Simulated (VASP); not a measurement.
All values below come from LDA (Ceperley-Alder, Perdew-Zunger), VASP's LDA PAW potentials (set 64) (plane waves; VASP).

VASP input:

**POSCAR**
```
ZnO
1
    1.5975422627    -2.7670247819     0.0000000000
    1.5975422627     2.7670247819     0.0000000000
    0.0000000000     0.0000000000     5.1635731517
Zn O
2 2
Direct
  0.6666670000   0.3333330000   0.5017674771
  0.3333330000   0.6666670000   0.0017674771
  0.6666670000   0.3333330000   0.8802325229
  0.3333330000   0.6666670000   0.3802325229
```

### INCAR
```
# general
SYSTEM  = ZnO
PREC    = Accurate
ENCUT   = 520
LREAL   = .False.
LASPH   = .True.
ICHARG  = 11

# electronic loop
EDIFF   = 1E-7
NELM    = 100
ALGO    = Normal
LMAXMIX = 4

# smearing
ISMEAR  = 0
SIGMA   = 0.05

# output
LWAVE   = .False.
LCHARG  = .False.
LORBIT  = 11
```

KPOINTS:
```
k-points along high-symmetry lines
10
Line-mode
Reciprocal
  0.000000   0.000000   0.000000 ! GAMMA
 -0.000000   0.500000   0.000000 ! M

 -0.000000   0.500000   0.000000 ! M
 -0.333333   0.666667   0.000000 ! K

 -0.333333   0.666667   0.000000 ! K
  0.000000   0.000000   0.000000 ! GAMMA

  0.000000   0.000000   0.000000 ! GAMMA
  0.000000   0.000000   0.500000 ! A

  0.000000   0.000000   0.500000 ! A
 -0.000000   0.500000   0.500000 ! L

 -0.000000   0.500000   0.500000 ! L
 -0.333333   0.666667   0.500000 ! H

 -0.333333   0.666667   0.500000 ! H
  0.000000   0.000000   0.500000 ! A

 -0.000000   0.500000   0.500000 ! L
 -0.000000   0.500000   0.000000 ! M

 -0.333333   0.666667   0.500000 ! H
 -0.333333   0.666667   0.000000 ! K
```

POTCAR, in this order: Zn O (LDA.64 set). Program: vasp_std. Read from the step before: CHGCAR.

Output

**OSZICAR**
```
       N       E                     dE             d eps       ncg     rms          rms(c)
DAV:   1     0.271845279279E+03    0.27185E+03   -0.18987E+04  3992   0.243E+03
DAV:   2     0.594297581417E+01   -0.26590E+03   -0.25594E+03  4224   0.447E+02
DAV:   3    -0.200878260778E+02   -0.26031E+02   -0.25717E+02  4656   0.144E+02
DAV:   4    -0.205544233919E+02   -0.46660E+00   -0.46601E+00  4428   0.205E+01
DAV:   5    -0.205581180632E+02   -0.36947E-02   -0.36943E-02  4590   0.164E+00
DAV:   6    -0.205581616510E+02   -0.43588E-04   -0.43587E-04  4446   0.151E-01
DAV:   7    -0.205581624429E+02   -0.79188E-06   -0.79186E-06  4524   0.177E-02
DAV:   8    -0.205581624598E+02   -0.16877E-07   -0.16910E-07  3710   0.220E-03
   1 F= -.20558162E+02 E0= -.20558162E+02  d E =-.197749E-13
```

OUTCAR:
```
 val. band max:        1.2803299208   @ k =   0.0000   0.0000   0.0000

 cond. band min:       2.0789037308   @ k =   0.0000   0.0000   0.0000



 k-point     1 :       0.0000    0.0000    0.0000
  band No.  band energies     occupation
      1     -16.8809      2.00000
      2     -16.0495      2.00000
      3      -4.7833      2.00000
      4      -4.7120      2.00000
      5      -4.7120      2.00000
      6      -4.6739      2.00000
      7      -4.5046      2.00000
      8      -4.5046      2.00000
      9      -3.4155      2.00000
     10      -3.4155      2.00000
     11      -3.1810      2.00000
     12      -3.1810      2.00000
     13      -2.8806      2.00000
     14       0.4270      2.00000
     15       0.4270      2.00000
     16       1.1784      2.00000
     17       1.2803      2.00000
     18       1.2803      2.00000
     19       2.0789      0.00000
     20       6.5472      0.00000
     21       9.4621      0.00000
     22      14.2070      0.00000

 k-point     2 :       0.0000    0.0556    0.0000
  band No.  band energies     occupation
      1     -16.8610      2.00000
      2     -16.0403      2.00000
      3      -4.7616      2.00000
      4      -4.7316      2.00000
      5      -4.7012      2.00000
      6      -4.6595      2.00000
      7      -4.5078      2.00000
      8      -4.4896      2.00000
      9      -3.4240      2.00000
     10      -3.4170      2.00000
     11      -3.1792      2.00000
     12      -3.1687      2.00000
     13      -2.8848      2.00000
     14       0.3044      2.00000
     15       0.3817      2.00000
     16       1.0099      2.00000
     17       1.1577      2.00000
     18       1.2565      2.00000
     19       2.3866      0.00000
     20       6.6879      0.00000
     21       9.4587      0.00000
     22      13.8172      0.00000

 k-point     3 :       0.0000    0.1111    0.0000
  band No.  band energies     occupation
      1     -16.8031      2.00000
      2     -16.0144      2.00000
...
```

The density is held fixed in this step, so its total energy and stress have no physical meaning.

The compound is ZnO in the wurtzite structure. It was relaxed first.
